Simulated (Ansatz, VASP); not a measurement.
One calculation of Cu2NiO3, two programs

```
CELL_PARAMETERS angstrom
5.25552 0.00000 0.00000
-2.62776 4.55141 0.00000
0.00000 0.00000 2.69791
ATOMIC_POSITIONS crystal
Cu 0.33333 0.66667 0.00000
Cu 0.66667 0.33333 0.00000
Ni 0.00000 0.00000 0.00000
O 0.50000 0.00000 0.50000
O 0.00000 0.50000 0.50000
O 0.50000 0.50000 0.50000
```

Change from the starting cell: species swapped into the YCo3Ni2 type (P6/mmm, No. 191).

Alike in both runs: functional PBE; k mesh 6 × 6 × 4; occupations gaussian, width 0.1 eV; collinear spin.

Ansatz relaxed the structure, and its values are those at the end. VASP's run is a single point on that final structure, the one shown.

|  | VASP | Ansatz |
| --- | --- | --- |
| version | VASP 6.6.1 | Ansatz 0.2.0 |
| potentials or method | VASP PAW PBE potentials, release 64 (Cu, Ni, O) | scalar-relativistic, plane waves, PAW |
| plane-wave cutoff (eV) | 520 | 420 |
| valence electrons in the cell | 50 | 74 |

|  | VASP | Ansatz | Ansatz less VASP |
| --- | --- | --- | --- |
| gap on the k mesh at the Fermi level (eV) | none | none | - |
| pressure (GPa) | 0.6 | 0.2 | -0.36 |
| net moment per atom (μB) | 0.44 | 0.44 | +0.002 |
| size of the moment on the site where the two differ most (μB) | 1.07 | 1.09 | +0.015 |

Site moments also hang on the region over which each program counts them. A gap of «none» marks a metal or a gap that the smearing closes. The two sets of potentials don't hold the same shells in valence.

Caveats: the k mesh is coarse (spacing up to 0.58 Å⁻¹), so the values aren't converged; semilocal functionals often make such compounds metallic where correlation or magnetic order opens a gap, which also shifts bond lengths.
